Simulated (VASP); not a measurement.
Input:

```
Mg2Sn
1.0
    0.00000     3.38634     3.38634
    3.38634     0.00000     3.38634
    3.38634     3.38634     0.00000
Mg Sn
2 1
Cartesian
  1.69317   1.69317   1.69317
  5.07952   5.07952   5.07952
  3.38634   6.77269   3.38634
```

These are optB88-vdW, VASP's PBE PAW potentials (set 64) (plane waves; VASP) values and carry that method's errors. Settings: 520 eV cut-off, 8×8×8 Γ-centred mesh, first-order Methfessel-Paxton smearing of 0.10 eV, potentials Mg Sn_d.

Problem. The job: Mg$_{2}$Sn (antifluorite), 3 atoms, optB88-vdW, static run, 520 eV, 8×8×8 Γ-centred mesh. Roughly how much core time does it take on a busy server core?

Solution. About 50 core-seconds (one run on a shared machine, a rough figure). It had 29 irreducible k-points, 13 bands, up to 2120 plane waves and 12 electronic steps.

The compound is Mg2Sn in the antifluorite structure. It was relaxed first.
